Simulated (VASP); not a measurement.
```cif
data_CdSe
_chemical_formula_sum 'Cd1 Se1'
_space_group_name_H-M_alt 'P 1'
_space_group_IT_number 1
_cell_length_a 4.32871
_cell_length_b 4.32871
_cell_length_c 4.32871
_cell_angle_alpha 60.000
_cell_angle_beta 60.000
_cell_angle_gamma 60.000
loop_
_space_group_symop_operation_xyz
  'x, y, z'
loop_
_atom_site_label
_atom_site_type_symbol
_atom_site_fract_x
_atom_site_fract_y
_atom_site_fract_z
_atom_site_occupancy
Cd1 Cd 0.00000 0.00000 0.00000 1
Se1 Se 0.25000 0.25000 0.25000 1
```

The numbers are results of PBE GGA with D3 dispersion (zero damping), VASP's PBE PAW potentials (set 64) (plane waves; VASP), not measurements. Numerical set-up: 520 eV cut-off, 8×8×8 Γ-centred mesh, Gaussian smearing of 0.050 eV, potentials Cd Se.

Q: Give the energy at these volumes per atom, relative to the lowest: 26.95, 27.81, 28.67, 29.53, 30.39 Å³.

A: 18.3, 4.3, 0.0, 3.7, 14.2 meV/atom. A third-order Birch-Murnaghan fit gives B0 = 49.9 GPa and B0′ = 5.0.

Measured: a 6.077 Å (computed value off by +0.7 %), as given by arXiv:1206.3780. The calculation is for a static lattice, while the measured a holds thermal and zero-point effects, which are part of the difference.

The compound is CdSe in the zinc blende structure, whereas wurtzite is the usual form. It was relaxed first.
